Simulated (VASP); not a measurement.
These are LDA (Ceperley-Alder, Perdew-Zunger), VASP's LDA PAW potentials (set 64) (plane waves; VASP) values and carry that method's errors.

VASP input:

File POSCAR:
```
Ru
2.6788760
  0.5000000215  -0.8660254971   0.0000000000
  0.5000000215   0.8660254971   0.0000000000
  0.0000000000   0.0000000000   1.5769667842
Ru
2
Cart
  0.5000000215   0.2886757431   0.3942416960
  0.5000000215  -0.2886757431   1.1827250881
```

### KPOINTS
```
Automatic mesh
0
gamma
  17 17 10
```

### INCAR
```
PREC = Accurate
SYSTEM = Ru
LCHARG = T
LORBIT = 11
NEDOS = 601
LWAVE = F
ISMEAR = -5
LASPH = T
ISIF = 2
LMAXMIX = 4
EDIFF = 1E-7   # SCF stop (eV)
NELM = 100   # most electronic steps
LREAL = F   # projection in real space or not
ALGO = Normal
ENCUT = 520   # plane-wave cut-off (eV)
```

POTCAR, in this order: Ru_pv (LDA.64 set). Program: vasp_std.

The resulting files:

### OSZICAR
```
       N       E                     dE             d eps       ncg     rms          rms(c)
DAV:   1     0.285018101706E+03    0.28502E+03   -0.18132E+04  7160   0.174E+03
DAV:   2    -0.158598766568E+02   -0.30088E+03   -0.29546E+03  7520   0.498E+02
DAV:   3    -0.227719959272E+02   -0.69121E+01   -0.67293E+01  7418   0.809E+01
DAV:   4    -0.228462580588E+02   -0.74262E-01   -0.74153E-01  8954   0.733E+00
DAV:   5    -0.228472772883E+02   -0.10192E-02   -0.10207E-02  7730   0.777E-01    0.200E+01
DAV:   6    -0.215022712283E+02    0.13450E+01   -0.35467E+00  7212   0.196E+01    0.534E+00
DAV:   7    -0.214003980971E+02    0.10187E+00   -0.27787E-01  7344   0.488E+00    0.123E+00
DAV:   8    -0.213882950901E+02    0.12103E-01   -0.93944E-03  7282   0.123E+00    0.159E-01
DAV:   9    -0.213882287440E+02    0.66346E-04   -0.47262E-04  9160   0.237E-01    0.304E-02
DAV:  10    -0.213882522825E+02   -0.23539E-04   -0.10938E-05  7626   0.314E-02    0.475E-03
DAV:  11    -0.213882527688E+02   -0.48634E-06   -0.44484E-07  7770   0.600E-03    0.236E-03
DAV:  12    -0.213882527058E+02    0.62991E-07   -0.35243E-08  3900   0.189E-03
   1 F= -.21388253E+02 E0= -.21388253E+02  d E =0.000000E+00
```

OUTCAR:
```
------------------------ aborting loop because EDIFF is reached ----------------------------------------
  FORCE on cell =-STRESS in cart. coord.  units (eV):
  Direction    XX          YY          ZZ          XY          YZ          ZX
  --------------------------------------------------------------------------------------
  Total       -0.0388454     -0.0388454      0.0203524      0.0000000      0.0000000      0.0000000
  in kB       -2.3704958     -2.3704961      1.2419804      0.0000000      0.0000000      0.0000000
  external PRESSURE =      -1.1663372 kB  Pullay stress =       0.0000000 kB
  volume of cell :       26.25
      direct lattice vectors                 reciprocal lattice vectors
     1.339438058 -2.319974920  0.000000000     0.373290872 -0.215519571  0.000000000
     1.339438058  2.319974920  0.000000000     0.373290872  0.215519571  0.000000000
     0.000000000  0.000000000  4.224498471     0.000000000  0.000000000  0.236714490
 POSITION                                       TOTAL-FORCE (eV/Angst)
 -----------------------------------------------------------------------------------
      1.33944      0.77333      1.05612        -0.000000      0.000000      0.000000
      1.33944     -0.77333      3.16837         0.000000     -0.000000      0.000000
 -----------------------------------------------------------------------------------
    total drift:                                0.000012      0.000496     -0.000046
  FREE ENERGIE OF THE ION-ELECTRON SYSTEM (eV)
  ---------------------------------------------------
  free  energy   TOTEN  =       -21.3882527058 eV

  energy  without entropy=      -21.3882527058  energy(sigma->0) =      -21.38825271

 total charge

# of ion       s       p       d       tot
------------------------------------------
    1        0.421   6.339   5.986  12.746
    2        0.421   6.339   5.986  12.746
--------------------------------------------------
tot          0.842  12.677  11.972  25.492
```
(Selected blocks of OUTCAR.)

For a metal the tetrahedron method with Blöchl corrections gives inexact stress and forces.

The compound is Ru in the hcp structure. It was relaxed first.
